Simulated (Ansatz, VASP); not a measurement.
# Cross-check of Ga7Pt3 (Ga7Pt3 (Im-3m)) between VASP and Ansatz

Wanted: the spread between two codes on one cell, functional and k mesh. The cell is taken from a series of runs on this material, whose earlier steps may have relaxed, scaled, displaced or heated it; both programs get it as it stands.

Program: Ansatz 0.2.0. Level of theory: plane waves, with VASP 6.6.1 beside it; relaxation of cell and atoms at r2SCAN. Results are calculated unless marked as measured.

## (1) Starting point

It takes space group Im-3m (No. 229, cubic). The conventional cell has a = 8.798 Å, b = 8.798 Å, c = 8.798 Å, α = 90.00°, β = 90.00°, γ = 90.00°. Nearest to Ga lie 4 Pt at 2.61 Å. Nearest to Ga lie 3 Pt at 2.57 Å and 1 Ga at 2.62 Å. Nearest to Pt lie 8 Ga at 2.57 to 2.61 Å and 1 Pt at 2.80 Å. Farther neighbours are not listed.

## (2) VASP: relaxation of cell and atoms, r2SCAN

The relaxed volume is the usual yardstick between codes: in a stiff, nearly cubic crystal its relative difference is about their pressure difference at one cell divided by the bulk modulus.

Lines of VASP's logs that name or quote its potential files are left out, and so is its time.

INCAR

```
SYSTEM = Ga7Pt3
PREC = Accurate
ENCUT = 550
EDIFF = 1E-07
NELM = 120
ISMEAR = -1
SIGMA = 0.05
LREAL = .FALSE.
ALGO = Normal
METAGGA = R2SCAN
LASPH = .TRUE.
NBANDS = 150
LORBIT = 11
LWAVE = .FALSE.
LCHARG = .FALSE.
ISIF = 3
IBRION = 2
NSW = 80
EDIFFG = -0.005
GGA_COMPAT = .FALSE.
NELMIN = 4
LMIXTAU = .TRUE.
KPAR = 4
```

POSCAR

```
Ga7Pt3
1.0
   -4.3992220000      4.3992220000      4.3992220000
    4.3992220000     -4.3992220000      4.3992220000
    4.3992220000      4.3992220000     -4.3992220000
Ga Pt
14 6
Direct
    0.7500000000      0.2500000000      0.5000000000
    0.7500000000      0.5000000000      0.2500000000
    0.5000000000      0.2500000000      0.7500000000
    0.2500000000      0.5000000000      0.7500000000
    0.2500000000      0.7500000000      0.5000000000
    0.5000000000      0.7500000000      0.2500000000
    0.0000000000      1.0000000000      0.3283933595
    0.0000000000      0.3283933595      1.0000000000
    0.3283933595      0.0000000000      0.0000000000
    0.6716066405      0.6716066405      0.6716066405
    0.0000000000      0.0000000000      0.6716066405
    1.0000000000      0.6716066405      1.0000000000
    0.6716066405      1.0000000000      0.0000000000
    0.3283933595      0.3283933595      0.3283933595
    0.6589095185      0.6589095185      0.0000000000
    0.3410904814      0.0000000000      0.3410904814
    0.0000000000      0.3410904814      0.3410904814
    0.3410904814      0.3410904814      0.0000000000
    0.6589095185      0.0000000000      0.6589095185
    0.0000000000      0.6589095185      0.6589095185
```

KPOINTS

```
Automatic mesh
0
Gamma
6 6 6
0 0 0
```

Potentials, in the order of the species: Ga_d and Pt (PBE family, release 64).

Started as:

```
> mpirun -np 4 vasp_std
```

Numbers of over 12 decimals in the logs are rounded to 6 here.

Output:

```text
[banner, memory and clock lines left out]
running    4 mpi-ranks, on    1 nodes
 distrk:  each k-point on    1 cores,    4 groups
 distr:  one band on    1 cores,    1 groups

 POSCAR found type information on POSCAR GaPt
 POSCAR found :  2 types and      20 ions
|                                                                             |
|               ----> ADVICE to this user running VASP <----                  |
|                                                                             |
|     You have a (more or less) 'large supercell' and for larger cells it     |
|     might be more efficient to use real-space projection operators.         |
|     Therefore, try LREAL= Auto in the INCAR file.                           |
|     Mind: For very accurate calculation, you might also keep the            |
|     reciprocal projection scheme (i.e. LREAL=.FALSE.).                      |
|                                                                             |

|                                                                             |
|               ----> ADVICE to this user running VASP <----                  |
|                                                                             |
|     You enforced a specific xc type in the INCAR file but a different       |
|     [... a line on the potential file left out ...]
|     I HOPE YOU KNOW WHAT YOU ARE DOING!                                     |
|                                                                             |

 LDA part: xc-table for (None), standard interpolation
 POSCAR, INCAR and KPOINTS ok, starting setup
 FFT: planning ... GRIDC
 FFT: planning ... GRID_SOFT
 FFT: planning ... GRID
 WAVECAR not read
 entering main loop
       N       E                     dE             d eps       ncg     rms          rms(c)
DAV:   1     0.325371887845E+04    0.32537E+04   -0.98218E+04  5100   0.315E+03
DAV:   2     0.312266940453E+03   -0.29415E+04   -0.27811E+04  4800   0.899E+02
DAV:   3    -0.448278652552E+03   -0.76055E+03   -0.70564E+03  5624   0.285E+02
DAV:   4    -0.514443808224E+03   -0.66165E+02   -0.62918E+02  5352   0.844E+01
DAV:   5    -0.518445191686E+03   -0.40014E+01   -0.39360E+01  6544   0.215E+01    0.236E+01
DAV:   6    -0.491768144278E+03    0.26677E+02   -0.20717E+01  5576   0.245E+01    0.110E+01
DAV:   7    -0.479500684693E+03    0.12267E+02   -0.39060E+00  5464   0.105E+01    0.550E+00
DAV:   8    -0.480232580348E+03   -0.73190E+00   -0.18953E+00  5208   0.560E+00    0.221E+00
DAV:   9    -0.479269150249E+03    0.96343E+00   -0.59269E-01  5480   0.309E+00    0.549E-01
DAV:  10    -0.480376689264E+03   -0.11075E+01   -0.66914E-01  5144   0.293E+00    0.736E-01
DAV:  11    -0.480428283229E+03   -0.51594E-01   -0.33107E-02  6072   0.735E-01    0.399E-01
DAV:  12    -0.480414044267E+03    0.14239E-01   -0.13498E-02  6048   0.347E-01    0.204E-01
DAV:  13    -0.480446095617E+03   -0.32051E-01   -0.10748E-02  5096   0.440E-01    0.757E-02
DAV:  14    -0.480446314705E+03   -0.21909E-03   -0.30438E-03  5184   0.175E-01    0.202E-02
DAV:  15    -0.480446652322E+03   -0.33762E-03   -0.18751E-03  5048   0.121E-01    0.353E-02
DAV:  16    -0.480446933294E+03   -0.28097E-03   -0.18137E-04  5408   0.482E-02    0.138E-02
DAV:  17    -0.480447113715E+03   -0.18042E-03   -0.77641E-05  5200   0.283E-02    0.686E-03
DAV:  18    -0.480447120473E+03   -0.67581E-05   -0.35924E-05  5232   0.197E-02    0.320E-03
DAV:  19    -0.480447133514E+03   -0.13040E-04   -0.61812E-06  5216   0.947E-03    0.825E-04
DAV:  20    -0.480447136036E+03   -0.25227E-05   -0.57971E-07  4576   0.347E-03    0.690E-04
DAV:  21    -0.480447135508E+03    0.52899E-06   -0.22560E-07  3976   0.233E-03    0.180E-04
DAV:  22    -0.480447136107E+03   -0.59960E-06   -0.47544E-08  2912   0.111E-03    0.125E-04
DAV:  23    -0.480447135994E+03    0.11302E-06   -0.10778E-08  2720   0.647E-04    0.495E-05
DAV:  24    -0.480447136082E+03   -0.87435E-07   -0.29681E-09  2712   0.313E-04
   1 F= -.48044714E+03 E0= -.48043044E+03  d E =-.480447E+03
[...]
2 F= -.48044756E+03 E0= -.48043086E+03  d E =-.426036E-03
[...]
3 F= -.48044758E+03 E0= -.48043087E+03  d E =-.445268E-03
[...]
4 F= -.48044784E+03 E0= -.48043106E+03  d E =-.254931E-03
 trial-energy change:   -0.000255  1 .order   -0.000132   -0.000520    0.000255
 step:   0.8823(harm=  0.7270)  dis= 0.00088  next Energy=  -480.447859 (dE=-0.278E-03)
 bond charge predicted
       N       E                     dE             d eps       ncg     rms          rms(c)
DAV:   1    -0.480448022492E+03   -0.18619E-03   -0.64011E-03  6256   0.335E-01    0.795E-02
DAV:   2    -0.480447864195E+03    0.15830E-03   -0.50336E-04  5576   0.126E-01    0.320E-02
DAV:   3    -0.480447835988E+03    0.28208E-04   -0.76282E-05  6992   0.356E-02    0.153E-02
DAV:   4    -0.480447829589E+03    0.63992E-05   -0.25252E-05  5674   0.184E-02    0.281E-03
DAV:   5    -0.480447836849E+03   -0.72605E-05   -0.13210E-05  5000   0.130E-02    0.206E-03
DAV:   6    -0.480447842006E+03   -0.51569E-05   -0.90577E-07  4150   0.297E-03    0.620E-04
DAV:   7    -0.480447843816E+03   -0.18097E-05   -0.64981E-08  2920   0.123E-03    0.236E-04
DAV:   8    -0.480447845629E+03   -0.18129E-05   -0.28142E-08  2664   0.833E-04    0.732E-05
DAV:   9    -0.480447845884E+03   -0.25587E-06   -0.13647E-08  2646   0.610E-04    0.309E-05
DAV:  10    -0.480447846194E+03   -0.30908E-06   -0.57224E-09  2616   0.390E-04    0.151E-05
DAV:  11    -0.480447846149E+03    0.44587E-07   -0.30453E-09  2616   0.273E-04
   5 F= -.48044785E+03 E0= -.48043109E+03  d E =-.264800E-03
 curvature:  -0.47 expect dE=-0.113E-04 dE for cont linesearch -0.617E-05
 trial: gam= 0.00000 g(F)=  0.478E-05 g(S)=  0.191E-04 ort =-0.100E-03 (trialstep = 0.104E+01)
 search vector abs. value=  0.239E-04
 reached required accuracy - stopping structural energy minimisation
```

From OUTCAR (step 2):

```text
ion  position               nearest neighbor table
   1  0.750  0.250  0.500-  19 2.61  20 2.61  16 2.61  17 2.61
   2  0.750  0.500  0.250-  15 2.61  20 2.61  18 2.61  17 2.61
   3  0.500  0.250  0.750-  15 2.61  19 2.61  18 2.61  16 2.61
   4  0.250  0.500  0.750-  15 2.61  20 2.61  18 2.61  17 2.61
   5  0.250  0.750  0.500-  19 2.61  20 2.61  16 2.61  17 2.61
   6  0.500  0.750  0.250-  15 2.61  19 2.61  18 2.61  16 2.61
   7  0.000  0.000  0.328-  16 2.57  17 2.57  15 2.57  11 2.62  12 2.89  13 2.89  14 2.89
   8  0.000  0.328  0.000-  17 2.57  18 2.57  19 2.57  12 2.62  11 2.89  13 2.89  14 2.89
   9  0.328  0.000  0.000-  16 2.57  18 2.57  20 2.57  13 2.62  12 2.89  11 2.89  14 2.89
  10  0.672  0.672  0.672-  19 2.57  20 2.57  15 2.57  14 2.62  12 2.89  13 2.89  11 2.89
  11  0.000  0.000  0.672-  18 2.57  19 2.57  20 2.57   7 2.62   8 2.89   9 2.89  10 2.89
  12  0.000  0.672  0.000-  16 2.57  15 2.57  20 2.57   8 2.62   7 2.89   9 2.89  10 2.89
  13  0.672  0.000  0.000-  17 2.57  15 2.57  19 2.57   9 2.62   8 2.89   7 2.89  10 2.89
  14  0.328  0.328  0.328-  16 2.57  17 2.57  18 2.57  10 2.62   8 2.89   9 2.89   7 2.89
  15  0.659  0.659  0.000-   7 2.57  12 2.57  13 2.57  10 2.57   2 2.61   3 2.61   4 2.61   6 2.61
                            18 2.80
  16  0.341  0.000  0.341-   7 2.57   9 2.57  12 2.57  14 2.57   1 2.61   3 2.61   5 2.61   6 2.61
                            19 2.80
  17  0.000  0.341  0.341-   7 2.57   8 2.57  13 2.57  14 2.57   1 2.61   2 2.61   4 2.61   5 2.61
                            20 2.80
  18  0.341  0.341  0.000-   8 2.57   9 2.57  11 2.57  14 2.57   2 2.61   3 2.61   4 2.61   6 2.61
                            15 2.80
  19  0.659  0.000  0.659-   8 2.57  10 2.57  11 2.57  13 2.57   1 2.61   3 2.61   5 2.61   6 2.61
                            16 2.80
  20  0.000  0.659  0.659-   9 2.57  10 2.57  11 2.57  12 2.57   1 2.61   2 2.61   4 2.61   5 2.61
                            17 2.80

  LATTYP: Found a body centered cubic cell.
 ALAT       =     8.7984440000

 Subroutine GETGRP returns: Found 48 space group operations
 (whereof 48 operations were pure point group operations)

The static configuration has the point symmetry O_h .

 Found     16 irreducible k-points:

   k-points           NKPTS =     16   k-points in BZ     NKDIM =     16   number of bands    NBANDS=    150

   dimension x,y,z NGX =    60 NGY =   60 NGZ =   60
   dimension x,y,z NGXF=   120 NGYF=  120 NGZF=  120

   ENCUT  =  550.0 eV  40.42 Ry    6.36 a.u.  14.57 14.57 14.57*2*pi/ulx,y,z

   NELECT =     242.0000    total number of electrons

 k-points in reciprocal lattice and weights: Automatic mesh
   0.00000000  0.00000000  0.00000000       0.005
   0.16666667  0.00000000  0.00000000       0.056
   0.33333333  0.00000000  0.00000000       0.056
   0.50000000  0.00000000  0.00000000       0.028
   0.16666667  0.16666667  0.00000000       0.111
   0.33333333  0.16666667  0.00000000       0.222
   0.33333333  0.33333333  0.00000000       0.037
   0.16666667  0.16666667  0.16666667       0.037
   0.33333333  0.16666667  0.16666667       0.056
[...]
0.50000000  0.50000000  0.33333333       0.056
   0.50000000  0.50000000  0.50000000       0.005

 average (electrostatic) potential at core
       1 -68.1480       2 -68.1480       3 -68.1480       4 -68.1480       5 -68.1480
       6 -68.1480       7 -67.6586       8 -67.6586       9 -67.6586      10 -67.6586
      11 -67.6586      12 -67.6586      13 -67.6586      14 -67.6586      15 -72.6773
      16 -72.6773      17 -72.6773      18 -72.6773      19 -72.6773      20 -72.6773

 E-fermi :   7.2198

 k-point     1 :       0.0000    0.0000    0.0000
  band No.  band energies     occupation
    ...
    115       5.8276      2.00000
    116       5.8276      2.00000
    117       6.2655      2.00000
    118       6.4969      2.00000
    119       6.4969      2.00000
    120       8.1870      0.00000
    121       8.1870      0.00000
    122       8.1870      0.00000
    123       9.2135      0.00000
    124       9.2135      0.00000
    ...

 k-point     2 :       0.1667    0.0000    0.0000
  band No.  band energies     occupation
    ...
    115       5.4825      2.00000
    116       5.8348      2.00000
    117       6.3537      2.00000
    118       6.8916      1.99719
    119       6.9925      1.97903
    120       7.6600      0.00030
    121       7.8416      0.00001
    122       8.1975      0.00000
    123       8.4122      0.00000
    124       8.6337      0.00000
    ...

 k-point     3 :       0.3333    0.0000    0.0000
  band No.  band energies     occupation
    ...
    117       6.1234      2.00000
    118       6.2823      2.00000
    119       6.6952      1.99994
    120       6.8795      1.99779
    121       7.0325      1.95393
    122       7.9696      0.00000
    123       8.2262      0.00000
    124       8.4002      0.00000
    125       8.8718      0.00000
    126       9.0918      0.00000
    ...

  Total        0.0513758      0.0513758      0.0513758      0.0000000     -0.0000000     -0.0000000
  in kB        0.2417228      0.2417228      0.2417228      0.0000000     -0.0000000     -0.0000000
  external PRESSURE =       0.2417228 kB  Pullay stress =       0.0000000 kB

  energy-cutoff  :      550.00
  volume of cell :      340.53
      direct lattice vectors                 reciprocal lattice vectors
    -4.399098961  4.399098961  4.399098961     0.000000000  0.113659639  0.113659639
     4.399098961 -4.399098961  4.399098961     0.113659639  0.000000000  0.113659639
     4.399098961  4.399098961 -4.399098961     0.113659639  0.113659639  0.000000000

 POSITION                                       TOTAL-FORCE (eV/Angst)
 -----------------------------------------------------------------------------------
      0.00000      4.39910      2.19955        -0.000000      0.000000      0.000000
      0.00000      2.19955      4.39910        -0.000000      0.000000      0.000000
      2.19955      4.39910      0.00000        -0.000000     -0.000000      0.000000
      4.39910      2.19955      0.00000        -0.000000      0.000000      0.000000
      4.39910      0.00000      2.19955        -0.000000     -0.000000      0.000000
      2.19955      0.00000      4.39910        -0.000000      0.000000      0.000000
      1.44713      1.44713     -1.44713        -0.000904     -0.000904      0.000904
      1.44713     -1.44713      1.44713        -0.000904      0.000904     -0.000904
     -1.44713      1.44713      1.44713         0.000904     -0.000904     -0.000904
      2.95197      2.95197      2.95197         0.000904      0.000904      0.000904
      2.95197      2.95197     -2.95197         0.000904      0.000904     -0.000904
      2.95197     -2.95197      2.95197         0.000904     -0.000904      0.000904
     -2.95197      2.95197      2.95197        -0.000904      0.000904      0.000904
      1.44713      1.44713      1.44713        -0.000904     -0.000904     -0.000904
      0.00000      0.00000      5.79878        -0.000000      0.000000     -0.003641
      0.00000      2.99941      0.00000        -0.000000      0.003641      0.000000
      2.99941      0.00000      0.00000         0.003641      0.000000      0.000000
      0.00000      0.00000      2.99941        -0.000000      0.000000      0.003641
      0.00000      5.79878      0.00000        -0.000000     -0.003641      0.000000
      5.79878      0.00000      0.00000        -0.003641      0.000000      0.000000
 -----------------------------------------------------------------------------------
    total drift:                                0.000000      0.000000      0.000000

  FREE ENERGIE OF THE ION-ELECTRON SYSTEM (eV)
  ---------------------------------------------------
  free  energy   TOTEN  =      -480.4478461490 eV

  energy  without entropy=     -480.4143280325  energy(sigma->0) =     -480.43108709

 reached required accuracy - stopping structural energy minimisation

 total charge
# of ion       s       p       d       tot
------------------------------------------
    1        0.920   0.628  10.000  11.549
    2        0.920   0.628  10.000  11.549
    3        0.920   0.628  10.000  11.549
    4        0.920   0.628  10.000  11.549
    5        0.920   0.628  10.000  11.549
    6        0.920   0.628  10.000  11.549
    7        0.869   0.737  10.003  11.610
    8        0.869   0.737  10.003  11.610
    9        0.869   0.737  10.003  11.610
   10        0.869   0.737  10.003  11.610
   11        0.869   0.737  10.003  11.610
   12        0.869   0.737  10.003  11.610
   13        0.869   0.737  10.003  11.610
   14        0.869   0.737  10.003  11.610
   15        0.726   0.698   8.143   9.567
   16        0.726   0.698   8.143   9.567
   17        0.726   0.698   8.143   9.567
   18        0.726   0.698   8.143   9.567
   19        0.726   0.698   8.143   9.567
   20        0.726   0.698   8.143   9.567
--------------------------------------------------
tot         16.834  13.853 188.885 219.573

[... 3 further parts left out ...]
```

(Part 1 of 2 ends here.)

[Lines on the potential files, build, host, timing and source positions are cut from VASP's logs without a mark.]

[Logs are printed without paths, hosts, clocks, repeated set-up lines and the standing remarks that a program may print on its own settings, such as how far it seeks lower states.]

[Hosts, paths, dates, database ids (printed as entryN), source tags and the programs' standing remarks are cut or masked in the printed files.]
